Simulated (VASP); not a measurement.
A run of VASP 6.6.1:

INCAR

```
  PREC = Accurate
  ENCUT = 520
  EDIFF = 1E-6
  ISMEAR = -1
  SIGMA = 0.08
  LREAL = F
  LASPH = T
  NELM = 150
  ALGO = Normal
  ISIF = 2
  LWAVE = F
  LCHARG = F
  ISPIN = 2
  MAGMOM = 1 1.5
  LORBIT = 11
  LMAXMIX = 4
  NBANDS = 22
```

KPOINTS

```
Automatic mesh
0
Gamma
  12 12 9
```

The input POSCAR:

```
TiNi
1.0
    2.7358030000      0.0000000000      0.0000000000
    0.0000000000      2.7358030000      0.0000000000
    0.0000000000      0.0000000000      3.5814100000
Ti Ni
1 1
Direct
    0.5000000000      0.5000000000      0.5000000000
    0.0000000000      0.0000000000      0.0000000000
```

Potentials or basis: VASP PAW LDA potentials, release 64 (Ti_sv, Ni).

Command:

```sh
$ cat potpaw_LDA.64/Ti_sv/POTCAR potpaw_LDA.64/Ni/POTCAR > POTCAR
$ mpirun -np 1 vasp_std > vasp.out
```

Hardware: 1 thread of Intel(R) Xeon(R) Platinum 8559C (Emerald Rapids), on a shared host.

**Question.** Estimate the wall time of this run.

**Answer.** Wall time 65 s on 1 thread of Intel(R) Xeon(R) Platinum 8559C (Emerald Rapids) (shared host), peak memory 0.23 GiB. Counts: scf iterations 16, k points 140.
